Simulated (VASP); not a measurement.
All values below come from PBEsol GGA, VASP's PBE PAW potentials (set 64) (plane waves; VASP).

VASP ran on this input.

**POSCAR**
```
Er
1
    1.7445605024    -3.0216670072     0.0000000000
    1.7445605024     3.0216670072     0.0000000000
    0.0000000000     0.0000000000     5.3641451595
Er
2
Direct
  0.3333330000   0.6666670000   0.2500000000
  0.6666670000   0.3333330000   0.7500000000
```

INCAR:
```
! general
SYSTEM  = Er
PREC    = Accurate
ENCUT   = 520   ! plane-wave cut-off (eV)
LREAL   = F   ! projection in real space or not
LASPH   = T   ! aspherical one-centre terms

! electronic loop
EDIFF   = 1E-7
NELM    = 100   ! most electronic steps
ALGO    = Normal   ! blocked Davidson
LMAXMIX = 6   ! l cut-off of mixed one-centre charges

! smearing
ISMEAR  = 1   ! Methfessel-Paxton
SIGMA   = 0.1   ! width (eV)

! functional
GGA     = PS   ! PBEsol

! ions
IBRION  = 2   ! conjugate gradients
NSW     = 30
ISIF    = 4   ! ions and shape, fixed volume
EDIFFG  = -0.01

! output
LWAVE   = F
LCHARG  = F
```

KPOINTS:
```
Automatic mesh
0
Gamma
12 12 7
0 0 0
```

POTCAR, in this order: Er_3 (PBE.64 set). Program: vasp_std.

The 4f electrons are frozen in the core of the lanthanide potential, so 4f levels, which can set the real gap, and their magnetism are missing.

Question: Predict the energy per atom (σ→0), band gap (on the k-mesh).

Answer: 
```json
{
  "energy per atom (σ→0)": "-4915 meV/atom",
  "band gap (on the k-mesh)": "none (metal, semimetal or under 0.01 eV)"
}
```

### OSZICAR
```
...
DAV:   1    -0.983305992055E+01   -0.41846E-02   -0.18664E-01  3030   0.550E+00    0.294E-01
DAV:   2    -0.983060052503E+01    0.24594E-02   -0.47791E-03  3277   0.104E+00    0.196E-01
DAV:   3    -0.982945596542E+01    0.11446E-02   -0.13354E-03  3777   0.419E-01    0.111E-01
DAV:   4    -0.982945001033E+01    0.59551E-05   -0.16928E-04  3312   0.113E-01    0.410E-02
DAV:   5    -0.982944875015E+01    0.12602E-05   -0.54593E-06  3651   0.337E-02    0.432E-03
DAV:   6    -0.982944864724E+01    0.10291E-06   -0.45961E-07  2664   0.772E-03    0.222E-03
DAV:   7    -0.982944861605E+01    0.31194E-07   -0.22771E-08  1573   0.440E-03
   3 F= -.98294486E+01 E0= -.98290345E+01  d E =-.225600E-02
```

The compound is Er in the hcp structure. This cell is one point of a volume scan, at 0.97 of the reference volume. Symmetry was kept, so distortions that lower it aren't found.
